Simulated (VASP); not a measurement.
OSZICAR of a VASP run on HoPb$_{3}$ (space group Pm-3m):

**OSZICAR**
```
       N       E                     dE             d eps       ncg     rms          rms(c)
DAV:   1     0.552995500086E+03    0.55300E+03   -0.20908E+04  1248   0.165E+03
DAV:   2     0.331687109735E+02   -0.51983E+03   -0.51468E+03  1560   0.563E+02
DAV:   3    -0.156999714949E+02   -0.48869E+02   -0.48172E+02  1690   0.192E+02
DAV:   4    -0.182097056799E+02   -0.25097E+01   -0.24909E+01  1756   0.488E+01
DAV:   5    -0.183042924649E+02   -0.94587E-01   -0.94097E-01  1728   0.849E+00    0.157E+01
DAV:   6    -0.181885459325E+02    0.11575E+00   -0.23250E-01  1704   0.588E+00    0.925E+00
DAV:   7    -0.181632154235E+02    0.25331E-01   -0.18810E-01  1686   0.472E+00    0.605E-01
DAV:   8    -0.181617161550E+02    0.14993E-02   -0.27626E-02  1556   0.242E+00    0.113E-01
DAV:   9    -0.181618248019E+02   -0.10865E-03   -0.26637E-03  2282   0.425E-01    0.442E-02
DAV:  10    -0.181618124796E+02    0.12322E-04   -0.92590E-05  1556   0.940E-02    0.142E-02
DAV:  11    -0.181618119953E+02    0.48422E-06   -0.20071E-05  1774   0.412E-02    0.656E-03
DAV:  12    -0.181618118313E+02    0.16400E-06   -0.62071E-06  1256   0.210E-02
   1 F= -.18161812E+02 E0= -.18161615E+02  d E =-.181618E+02
```

### Question
Which electronic solver shows in the log?

### Answer
It is blocked Davidson (ALGO = Normal, or the opening steps of other solvers). The INCAR had ALGO = Normal.

### Question
Can the final energy be trusted as converged?

### Answer
The calculation finished and met its thresholds. It stopped with EDIFF = 1E-6, NELM = 100, NSW = 60 and EDIFFG = -0.02 after 1 ionic step (PBEsol GGA, plane waves, VASP's PBE PAW potentials (set 64)). The 4f electrons are frozen in the core of the lanthanide potential, so 4f levels, which can set the real gap, and their magnetism are missing.

The structure comes from a computed database's HoPb3 entry (Pm-3m); how it stands against other phases isn't given here. It was relaxed first. The start is the result of an earlier pass. The electron count is odd and the run is not spin-polarised, which forces a metal.
